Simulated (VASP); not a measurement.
An input for Ansatz (written as the equivalent of a VASP run, and not itself run):

Ansatz 0.2 input:
```yaml
crystal:
  lattice:
    - [0.0000000, 3.4465791, 3.4465791]
    - [3.4465791, 0.0000000, 3.4465791]
    - [3.4465791, 3.4465791, 0.0000000]
  atoms:
    - { symbol: K, position: [0.0000000, 1.0000000, 0.0000000] }
    - { symbol: Br, position: [0.5000000, 0.5000000, 0.5000000] }
kpoints:
  mp_grid: { grid: [6, 6, 6] }
hamiltonian:
  xc: revpbe
  pseudopotentials: { kind: paw }
scf:
  occupations: { method: gaussian, width: 0.05 }
  max_iter: 100
relax:
  max_steps: 60
  f_tol: 0.01
  cell: {}
output: { forces: true, stress: true, eigenvalues: true }
```

Question: Translate this input to VASP (INCAR, KPOINTS, POSCAR, choice of POTCAR).

Answer: Several could match; the one computed here: 
KPOINTS:
```
Automatic mesh
0
Gamma
6 6 6
0 0 0
```

POSCAR:
```
KBr
1
   -0.0000000000     3.4465791079     3.4465791079
    3.4465791079     0.0000000000     3.4465791079
    3.4465791079     3.4465791079     0.0000000000
K Br
1 1
Direct
  0.0000000000   1.0000000000   0.0000000000
  0.5000000000   0.5000000000   0.5000000000
```

### INCAR
```
! general
SYSTEM  = KBr
PREC    = Accurate
ENCUT   = 520
LREAL   = F
LASPH   = T

! electronic loop
EDIFF   = 1E-6
NELM    = 100
ALGO    = Normal
LMAXMIX = 4

! smearing
ISMEAR  = 0
SIGMA   = 0.05

! functional
GGA     = RE

! ions
IBRION  = 2
NSW     = 60
ISIF    = 3
EDIFFG  = -0.01

! output
LWAVE   = F
LCHARG  = F
```

POTCAR, in this order: K_sv Br (PBE.64 set). Program: vasp_std.

What does not carry over: each code has its own PAW files, so the cut-off isn't converted (ENCUT is set for VASP's; basis.ecutwfc is left out, and Ansatz then takes the one that its files recommend); Ansatz stops its SCF on the density residual and VASP on the energy change (EDIFF).

The compound is KBr in the rock salt structure. It was relaxed first, which changed the volume by +14 %. The start is the result of an earlier pass.
